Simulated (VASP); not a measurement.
Data:

```xyz
2
Lattice="0.0000 1.9992 1.9992 1.9992 0.0000 1.9992 1.9992 1.9992 0.0000" Properties=species:S:1:pos:R:3 pbc="T T T"
Li     0.0000     0.0000     0.0000
H      1.9992     1.9992     1.9992
```

The numbers are results of PBE GGA, VASP's PBE PAW potentials (set 64) (plane waves; VASP), not measurements. Run with 520 eV cut-off, Gaussian smearing of 0.050 eV, potentials Li_sv H.

Question: Give the energies of bands 2 to 4 at the high-symmetry points, in eV from the valence-band maximum.

Answer: 
```tsv
band	Γ	X	U	L	W
2	-5.46	0.00	-0.52	-2.65	-0.23
3	16.19	2.97	4.13	4.94	5.27
4	17.97	10.85	7.61	13.73	5.27
```

The gap is direct, 2.97 eV, from the valence maximum at X to the conduction minimum at X.

The compound is LiH in the rock salt structure. It was relaxed first, which changed the volume by -6 %.
